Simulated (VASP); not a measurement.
BaTiO₃ (cubic perovskite): the bulk modulus from VASP (plane waves, PAW) at several levels of theory. Static lattice, third-order Birch-Murnaghan fit over five volumes. The measured value holds thermal and zero-point effects that the static calculation lacks.

```
level   bulk modulus (GPa)  error against measurement
------  ------------------  -------------------------
LDA                    193                    +19.2 %
PBE                    161                     -0.7 %
PBEsol                 178                     +9.9 %
SCAN                   188                    +16.0 %
r2SCAN                 179                    +10.3 %
```

Measured: 162 GPa (as given by Yu-ichiro Matsushita et al., Physical Review B (2011), arXiv:1104.2769).

The cell of the LDA run:

```yaml
crystal:
  lattice:
    - [3.95252, 0.00000, 0.00000]
    - [0.00000, 3.95252, 0.00000]
    - [0.00000, 0.00000, 3.95252]
  atoms:
    - { symbol: Ba, position: [0.00000, 0.00000, 0.00000] }
    - { symbol: Ti, position: [0.50000, 0.50000, 0.50000] }
    - { symbol: O, position: [0.50000, 0.00000, 0.50000] }
    - { symbol: O, position: [0.00000, 0.50000, 0.50000] }
    - { symbol: O, position: [0.50000, 0.50000, 0.00000] }
```

Only levels that ran to the end are used. Left out are those held back, those with too coarse a band path, GW runs whose mesh misses a band edge, hybrids' fits of cells that aren't cubic and levels without matching references; a question may draw on a part of the rest.

The compound is BaTiO3 in the cubic perovskite structure, the ideal cubic form; the compound distorts at low or room temperature.
